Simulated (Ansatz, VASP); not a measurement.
# Cross-check of Mo2NCl2 (Mo2NCl2 MXene monolayer) between VASP and Ansatz, part 2 of 2

One calculation is typed for both programs; each brings its own data sets. How far apart do they land? The structure shown is the start of the Ansatz relaxation below; VASP solves that cell, so the two are compared at the walk's first step.

VASP 6.6.1 and Ansatz 0.2.0.

So far: Set-up; Ansatz: relaxation, PBE with D3(BJ).

## 3. VASP: single point, PBE with D3(BJ), start cell

Level of this step: PBE with D3(BJ), zero-moment start; plane waves and PAW (Cl, Mo_sv, N) (VASP).

The same cell, functional, mesh and smearing now go to VASP, with its own data sets.

Lines of VASP's logs that name or quote its potential files are left out, and so is its time.

The input, INCAR:

```
SYSTEM = Mo2NCl2
PREC = Accurate
ENCUT = 520
EDIFF = 1E-06
NELM = 200
ISMEAR = -1
SIGMA = 0.05
LREAL = .FALSE.
ALGO = Normal
GGA = PE
IVDW = 12
NBANDS = 32
ISPIN = 2
MAGMOM = -0 -0 -0 -0 -0
LASPH = .TRUE.
LMAXMIX = 4
LORBIT = 11
LWAVE = .FALSE.
LCHARG = .FALSE.
ISIF = 2
LDIPOL = .TRUE.
IDIPOL = 3
DIPOL = 0.5 0.5 0.5
LVHAR = .TRUE.
GGA_COMPAT = .FALSE.
NELMDL = -8
KPAR = 2
```

The input, POSCAR:

```
Mo2NCl2
1.0
    2.9532360000      0.0000000000      0.0000000000
   -1.4766180000      2.5575770000      0.0000000000
    0.0000000000      0.0000000000     42.4256120000
Cl Mo N
2 2 1
Direct
    0.3333334637      0.6666669273      0.4325217512
    0.6666667318      0.3333334637      0.5674782488
    0.6666667318      0.3333334637      0.4725338553
    0.3333334637      0.6666669273      0.5274661447
    0.0000000000      0.0000000000      0.5000000000
```

The input, KPOINTS:

```
Automatic mesh
0
Gamma
12 12 1
0 0 0
```

The projector-augmented-wave data sets are Cl, Mo_sv and N (PBE family, release 64).

Command:

```
> mpirun -np 2 vasp_std
```

Numbers of over 12 decimals in the logs are rounded to 6 here.

The program printed:

```text
[banner, memory and clock lines left out]
running    2 mpi-ranks, on    1 nodes
 distrk:  each k-point on    1 cores,    2 groups
 distr:  one band on    1 cores,    1 groups

 POSCAR found type information on POSCAR ClMoN
 POSCAR found :  3 types and       5 ions
 LDA part: xc-table for (Slater+PW92), standard interpolation
 POSCAR, INCAR and KPOINTS ok, starting setup
 FFT: planning ... GRIDC
 FFT: planning ... GRID_SOFT
 FFT: planning ... GRID
 WAVECAR not read
 entering main loop
       N       E                     dE             d eps       ncg     rms          rms(c)
DAV:   1     0.453392498306E+03    0.45339E+03   -0.24099E+04  3088   0.116E+03
DAV:   2     0.332248452889E+01   -0.45007E+03   -0.43410E+03  3280   0.304E+02
DAV:   3    -0.372408143456E+02   -0.40563E+02   -0.39002E+02  3048   0.868E+01
DAV:   4    -0.385024782569E+02   -0.12617E+01   -0.12323E+01  3128   0.159E+01
DAV:   5    -0.385280144051E+02   -0.25536E-01   -0.25504E-01  2992   0.216E+00
DAV:   6    -0.385287289594E+02   -0.71455E-03   -0.71441E-03  3208   0.354E-01
DAV:   7    -0.385287471811E+02   -0.18222E-04   -0.18221E-04  3016   0.566E-02
DAV:   8    -0.385287478797E+02   -0.69860E-06   -0.69855E-06  2800   0.106E-02    0.478E+01
DAV:   9    -0.343152804674E+02    0.42135E+01   -0.18922E+01  2968   0.283E+01    0.175E+01
DAV:  10    -0.341689738686E+02    0.14631E+00   -0.23734E+00  2960   0.120E+01    0.107E+01
DAV:  11    -0.340230358466E+02    0.14594E+00   -0.64283E-01  3120   0.553E+00    0.838E-01
DAV:  12    -0.340241508563E+02   -0.11150E-02   -0.90492E-02  2968   0.141E+00    0.745E-01
DAV:  13    -0.340227692579E+02    0.13816E-02   -0.34265E-03  3080   0.337E-01    0.470E-01
DAV:  14    -0.340217903013E+02    0.97896E-03   -0.38814E-03  2896   0.314E-01    0.153E-01
[...]
DAV:  20    -0.340221548384E+02   -0.75695E-04   -0.10912E-05  2584   0.126E-02    0.821E-03
DAV:  21    -0.340221838031E+02   -0.28965E-04   -0.12093E-06  2032   0.581E-03    0.321E-03
DAV:  22    -0.340222206964E+02   -0.36893E-04   -0.11219E-06  2016   0.425E-03    0.210E-03
DAV:  23    -0.340222490470E+02   -0.28351E-04   -0.52041E-07  2048   0.214E-03    0.950E-04
DAV:  24    -0.340222668749E+02   -0.17828E-04   -0.53052E-07  2000   0.133E-03    0.569E-04
DAV:  25    -0.340222725803E+02   -0.57054E-05   -0.76497E-08  2048   0.653E-04    0.318E-04
DAV:  26    -0.340222781210E+02   -0.55406E-05   -0.12287E-07  1800   0.634E-04    0.252E-04
DAV:  27    -0.340222791113E+02   -0.99031E-06   -0.23585E-08  2040   0.393E-04
   1 F= -.35920680E+02 E0= -.35906978E+02  d E =-.274045E-01  mag=     0.0000
```

OUTCAR, selected parts (step 3):

```text
ion  position               nearest neighbor table
   1  0.333  0.667  0.433-   3 2.41   3 2.41   3 2.41
   2  0.667  0.333  0.567-   4 2.41   4 2.41   4 2.41
   3  0.667  0.333  0.473-   5 2.07   5 2.07   5 2.07   1 2.41   1 2.41   1 2.41   4 2.89   4 2.89
                             4 2.89
   4  0.333  0.667  0.527-   5 2.07   5 2.07   5 2.07   2 2.41   2 2.41   2 2.41   3 2.89   3 2.89
                             3 2.89
   5  0.000  0.000  0.500-   3 2.07   4 2.07   4 2.07   3 2.07   3 2.07   4 2.07

  LATTYP: Found a hexagonal cell.
 ALAT       =     2.9532360000
 C/A-ratio  =    14.3658048324

 Subroutine GETGRP returns: Found 12 space group operations
 (whereof 12 operations were pure point group operations)

The static configuration has the point symmetry D_3d.

 Found     19 irreducible k-points:

   k-points           NKPTS =     19   k-points in BZ     NKDIM =     19   number of bands    NBANDS=     32

   dimension x,y,z NGX =    24 NGY =   24 NGZ =  320
   dimension x,y,z NGXF=    48 NGYF=   48 NGZF=  640

   ENCUT  =  520.0 eV  38.22 Ry    6.18 a.u.   5.49  5.49 78.88*2*pi/ulx,y,z

   NELECT =      47.0000    total number of electrons

 k-points in reciprocal lattice and weights: Automatic mesh
   0.00000000  0.00000000  0.00000000       0.007
   0.08333333 -0.00000000  0.00000000       0.042
   0.16666667 -0.00000000  0.00000000       0.042
   0.25000000  0.00000000  0.00000000       0.042
   0.33333333 -0.00000000  0.00000000       0.042
   0.41666667 -0.00000000  0.00000000       0.042
   0.50000000  0.00000000  0.00000000       0.021
   0.08333333  0.08333333  0.00000000       0.042
   0.16666667  0.08333333  0.00000000       0.083
[...]
0.33333333  0.25000000  0.00000000       0.083
   0.33333333  0.33333333  0.00000000       0.014

 dipolmoment           0.000000      0.000000      0.000000 electrons x Angstroem

 average (electrostatic) potential at core
       1 -98.6533       2 -98.6533       3 -83.4407       4 -83.4407       5 -71.7046

 E-fermi :  -0.6871

 spin component 1
 k-point     1 :       0.0000    0.0000    0.0000
  band No.  band energies     occupation
    ...
     22      -3.0538      1.00000
     23      -3.0538      1.00000
     24      -0.9686      0.99643
     25      -0.9686      0.99643
     26      -0.9006      0.98623
     27      -0.5062      0.02616
     28      -0.5062      0.02616
     29       2.1406      0.00000
     30       2.5350      0.00000
     31       3.0743      0.00000
    ...

 k-point     2 :       0.0833   -0.0000    0.0000
  band No.  band energies     occupation
    ...
     22      -2.9633      1.00000
     23      -2.7385      1.00000
     24      -1.0613      0.99944
     25      -0.9599      0.99575
     26      -0.7933      0.89320
     27      -0.4617      0.01091
     28      -0.1242      0.00001
     29       2.3883      0.00000
     30       2.7001      0.00000
     31       2.9143      0.00000
    ...

 k-point     3 :       0.1667   -0.0000    0.0000
  band No.  band energies     occupation
    ...
     21      -4.1178      1.00000
     22      -2.7491      1.00000
     23      -2.2618      1.00000
     24      -1.2055      0.99997
     25      -1.0420      0.99917
     26      -0.4675      0.01222
     27      -0.2173      0.00008
     28       0.8538      0.00000
     29       2.4860      0.00000
     30       3.0082      0.00000
    ...

 k-point     4 :       0.2500    0.0000    0.0000
  band No.  band energies     occupation
    ...
     21      -4.8270      1.00000
     22      -2.1914      1.00000
     23      -1.5977      1.00000
     24      -1.4009      1.00000
     25      -0.8076      0.91765
     26      -0.2656      0.00022
     27       0.2844      0.00000
     28       1.8358      0.00000
     29       2.4157      0.00000
     30       3.5674      0.00000
    ...

 k-point     5 :       0.3333   -0.0000    0.0000
  band No.  band energies     occupation
    ...
     20      -5.4165      1.00000
     21      -4.9780      1.00000
     22      -1.6758      1.00000
     23      -1.2318      0.99998
     24      -0.7773      0.85873
     25      -0.3254      0.00072
     26       0.0861      0.00000
     27       0.6692      0.00000
     28       2.3427      0.00000
     29       2.8303      0.00000
    ...

 k-point     6 :       0.4167   -0.0000    0.0000
  band No.  band energies     occupation
    ...
     18      -6.5480      1.00000
     19      -5.7757      1.00000
     20      -5.7086      1.00000
     21      -5.0159      1.00000
     22      -1.7388      1.00000
     23      -0.2786      0.00028
     24      -0.0418      0.00000
     25       0.3560      0.00000
     26       0.4739      0.00000
     27       0.9581      0.00000
    ...

 Edisp (eV)   -1.89840

  Total      10.45644    10.45644    15.65158    -0.00000     0.00000    -0.00000
  in kB      52.28047    52.28045    78.25529    -0.00000     0.00000    -0.00000
  external pressure =       60.94 kB  Pullay stress =        0.00 kB

  energy-cutoff  :      520.00
  volume of cell :      320.45
      direct lattice vectors                 reciprocal lattice vectors
     2.953236000  0.000000000  0.000000000     0.338611611  0.195497535  0.000000000
    -1.476618000  2.557577000  0.000000000     0.000000000  0.390995071  0.000000000
     0.000000000  0.000000000 42.425612000     0.000000000  0.000000000  0.023570668

 POSITION                                       TOTAL-FORCE (eV/Angst)
 -----------------------------------------------------------------------------------
      0.00000      1.70505     18.35000         0.000000      0.000000     -2.082083
      1.47662      0.85253     24.07561        -0.000000     -0.000000      2.082083
      1.47662      0.85253     20.04754         0.000000     -0.000000     -1.624626
      0.00000      1.70505     22.37807        -0.000000      0.000000      1.624626
      0.00000      0.00000     21.21281         0.000000     -0.000000      0.000000
 -----------------------------------------------------------------------------------
    total drift:                               -0.000000     -0.002539      0.000000

  FREE ENERGIE OF THE ION-ELECTRON SYSTEM (eV)
  ---------------------------------------------------
  free  energy   TOTEN  =       -35.9206798053 eV

  energy  without entropy=      -35.8932753309  energy(sigma->0) =      -35.90697757

 vacuum level on the upper side and lower side of the slab         3.134         3.134

 total charge
# of ion       s       p       d       tot
------------------------------------------
    1        1.615   3.555   0.000   5.170
    2        1.615   3.555   0.000   5.170
    3        2.271   6.224   4.191  12.686
    4        2.271   6.224   4.191  12.686
    5        1.241   2.593   0.000   3.835
--------------------------------------------------
tot          9.013  22.150   8.382  39.546

 magnetization (x)
# of ion       s       p       d       tot
------------------------------------------
    1       -0.000   0.000   0.000   0.000
    2       -0.000   0.000   0.000   0.000
    3        0.000  -0.000   0.000   0.000
    4        0.000  -0.000   0.000   0.000
    5       -0.000   0.000   0.000  -0.000
--------------------------------------------------
tot         -0.000   0.000   0.000   0.000

[... 3 further parts left out ...]
```

This run allows spin, but its moments start at zero, where symmetry between the spins tends to hold them, although Mo can carry a moment. Its electron count is odd, so without a moment it is a metal by construction.

## 4. Differences

Known differences besides the potentials themselves: Ansatz cuts the interaction across the vacuum, VASP repeats the sheet with a dipole correction; the cutoff is 420 eV in Ansatz and 520 eV in VASP. Total energies have different zeros and are not compared.

Forces (eV/Å; atoms numbered as in POSCAR):

| atom | Ansatz x, y, z | VASP x, y, z |
| --- | --- | --- |
| Cl1 | 0.000, 0.000, -2.066 | 0.000, 0.000, -2.082 |
| Cl2 | 0.000, 0.000, 2.066 | 0.000, 0.000, 2.082 |
| Mo3 | 0.000, 0.000, -1.588 | 0.000, 0.000, -1.625 |
| Mo4 | 0.000, 0.000, 1.588 | 0.000, 0.000, 1.625 |
| N5 | 0.000, 0.000, 0.000 | 0.000, 0.000, 0.000 |

The forces differ by 15 meV/Å r.m.s., which is 1.5 % of the r.m.s. force of 0.964 eV/Å (both taken over all components). Moments aren't recorded for both runs of this pair, so they may hold unlike magnetic states. With vacuum in the cell, a pressure given here is an average over mostly empty space and none of the material.

## 5. What came out

| Item | Value |
| --- | --- |
| r.m.s. force difference (single point, PBE with D3(BJ), start cell) | 1.5 % of the r.m.s. force |

**Reading.** The r.m.s. force difference is 1.5 % of the r.m.s. force (single point, PBE with D3(BJ), start cell), within the 3 % picked in this series as the mark of a large difference. 1 further run of this series is not shown here. Such differences can come from data sets, numerical settings and the points named under the comparisons, not from the functional's error against experiment.

[Lines on the potential files, build, host, timing and source positions are cut from VASP's logs without a mark.]

[Logs are printed without paths, hosts, clocks, repeated set-up lines and the standing remarks that a program may print on its own settings, such as how far it seeks lower states.]

[Hosts, paths, dates, database ids (printed as entryN), source tags and the programs' standing remarks are cut or masked in the printed files.]
